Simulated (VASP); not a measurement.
An input for Quantum ESPRESSO's pw.x (written as the equivalent of a VASP run, and not itself run):

```
&CONTROL
  calculation = 'scf'
  pseudo_dir = './pseudo'
  outdir = './out'
  tprnfor = .true.
  tstress = .true.
/
&SYSTEM
  ibrav = 0
  nat = 3
  ntyp = 2
  ecutwfc = 84
  occupations = 'smearing'
  smearing = 'gaussian'
  degauss = 0.003675
  input_dft = 'vdw-df2'
/
&ELECTRONS
  conv_thr = 7.3e-09
  electron_maxstep = 100
/
ATOMIC_SPECIES
  Li 6.940 Li.upf
  O 15.999 O.upf
CELL_PARAMETERS angstrom
     0.0000000    2.2978190    2.2978190
     2.2978190    0.0000000    2.2978190
     2.2978190    2.2978190    0.0000000
ATOMIC_POSITIONS crystal
  Li   0.2500000  0.2500000  0.2500000
  Li   0.7500000  0.7500000  0.7500000
  O    0.0000000  0.0000000  0.0000000
K_POINTS automatic
  8 8 8 0 0 0
```

Task: Write the VASP files for the same calculation (vdW-DF2).

Result: One answer among several that fit: 
File POSCAR:
```
Li2O
2.2978190
  0.0000000000   0.9999999845   0.9999999845
  0.9999999845   0.0000000000   0.9999999845
  0.9999999845   0.9999999845   0.0000000000
Li O
2 1
Cart
  0.4999999922   0.4999999922   0.4999999922
  1.4999999767   1.4999999767   1.4999999767
  0.0000000000   0.0000000000   0.0000000000
```

INCAR:
```
AGGAC = 0.0
ALGO = Normal
EDIFF = 1E-7
ENCUT = 520
GGA = ML
ISIF = 2
ISMEAR = 0
LASPH = .True.
LCHARG = .False.
LREAL = .False.
LUSE_VDW = .True.
LWAVE = .False.
NELM = 100
PREC = Accurate
SIGMA = 0.05
SYSTEM = Li2O
ZAB_VDW = -1.8867
```

KPOINTS:
```
Automatic mesh
0
Gamma
8 8 8
0 0 0
```

POTCAR, in this order: Li_sv O (PBE.64 set). Program: vasp_std.

What does not carry over: the potentials are each code's own (VASP's PAW set, PseudoDojo norm-conserving files in pw.x), so ENCUT and ecutwfc are chosen apart and not converted; conv_thr bounds pw.x's estimated SCF error, while EDIFF bounds the energy change between steps.

The compound is Li2O in the antifluorite structure. This cell is one point of a volume scan, at 0.97 of the reference volume.
